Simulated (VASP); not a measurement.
ZnO (wurtzite):

```xyz
4
Lattice="1.6250 -2.8146 0.0000 1.6250 2.8146 0.0000 0.0000 0.0000 5.2100" Properties=species:S:1:pos:R:3 pbc="T T T"
Zn     1.6250    -0.9382     2.6050
Zn     1.6250     0.9382     0.0000
O      1.6250    -0.9382     4.5952
O      1.6250     0.9382     1.9902
```

The lowest empty band near Γ, direction in plane, from mBJ (TB09) with spin-orbit coupling in VASP (PAW); its two spin partners are averaged. The gap over the points computed is 2.54 eV, and the next band on that side lies 4.64 eV away at the edge.

Numerical set-up: 520 eV cut-off, 9×9×5 Γ-centred mesh, Gaussian smearing of 0.050 eV, potentials Zn O.

```
distance from the edge in k (1/Å)  distance in energy (meV)
---------------------------------  ------------------------
0.018                                                   3.8
0.025                                                   7.2
0.035                                                  14.2
0.050                                                  28.7
0.070                                                  55.7
```

Question: Fit E(1 + αE) = ħ²k²/2m* (ħ²/2m0 = 3.810 eV Å²) and predict the row at 0.095 1/Å.

Answer: Least squares on the energies gives the electron mass m* = 0.328 m0 and α = 0.41 per eV, and so 100.8 meV. The run gave 101.1 meV, +0.3 meV from the fit.

Left out are points under 3 meV from the edge, since the levels carry 0.1 meV, and points farther than half the way to the next band.

The compound is ZnO in the wurtzite structure. The cell was not relaxed at this level.
